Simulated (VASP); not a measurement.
Given:

```
CELL_PARAMETERS angstrom
      5.90725     0.00000     0.00000
      0.00000     5.90725     0.00000
      0.00000     0.00000     5.90725
ATOMIC_POSITIONS crystal
  Na 0.00000 0.00000 0.00000
  Na 0.50000 0.50000 0.00000
  Na 0.50000 0.00000 0.50000
  Cl 0.50000 0.50000 0.50000
  Cl 0.00000 0.00000 0.50000
  Cl 0.00000 0.50000 0.00000
  Cl 0.50000 0.00000 0.00000
  K  0.00000 0.50000 0.50000
```

Calculation: PBE GGA, VASP's PBE PAW potentials (set 64) (plane waves; VASP). Run with 400 eV cut-off, Gaussian smearing of 0.050 eV, potentials Na_pv Cl K_sv.

**Question.** Give the energies of bands 18 to 31 at the high-symmetry points, in eV from the valence-band maximum.

**Answer.** 
| band | Γ | X | M | R |
|---|---|---|---|---|
| 18 | -1.27 | -1.03 | -1.26 | -1.65 |
| 19 | -1.27 | -1.03 | -1.24 | -1.65 |
| 20 | -1.27 | -0.91 | -1.24 | -1.65 |
| 21 | -0.54 | -0.88 | -1.02 | -1.27 |
| 22 | -0.54 | -0.79 | -0.72 | -0.42 |
| 23 | -0.54 | -0.79 | -0.70 | -0.42 |
| 24 | -0.37 | -0.66 | -0.70 | -0.30 |
| 25 | -0.37 | -0.65 | -0.42 | -0.30 |
| 26 | -0.37 | -0.34 | -0.29 | -0.30 |
| 27 | 0.00 | -0.34 | -0.27 | -0.26 |
| 28 | 0.00 | -0.13 | -0.27 | -0.26 |
| 29 | 0.00 | -0.13 | -0.26 | -0.26 |
| 30 | 4.73 | 6.34 | 7.43 | 6.88 |
| 31 | 6.99 | 6.65 | 7.70 | 7.25 |

The gap is direct, 4.73 eV, from the valence maximum at Γ to the conduction minimum at Γ.

The structure was generated: KNa3Cl4 was put into an ordered model structure (Pm-3m), which need not be its known phase. It was relaxed first, which changed the volume by +6 %.
